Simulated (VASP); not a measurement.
Consider the following.

```xyz
2
Lattice="0.0000 2.9194 2.9194 2.9194 0.0000 2.9194 2.9194 2.9194 0.0000" Properties=species:S:1:pos:R:3 pbc="T T T"
Ag     0.0000     0.0000     0.0000
Br     2.9194     2.9194     2.9194
```

Method: PBE GGA, VASP's PBE PAW potentials (set 64) (plane waves; VASP). Settings: 520 eV cut-off, 7×7×7 Γ-centred mesh, Gaussian smearing of 0.050 eV, potentials Ag Br.

**Question.** Predict the energy per atom (σ→0).

**Answer.** 
```yaml
energy per atom (σ→0): -2.500 eV/atom
```

Total energies compare only between runs with the same potentials, cut-off and functional.

The compound is AgBr in the rock salt structure. It was relaxed first. The start is the result of an earlier pass.
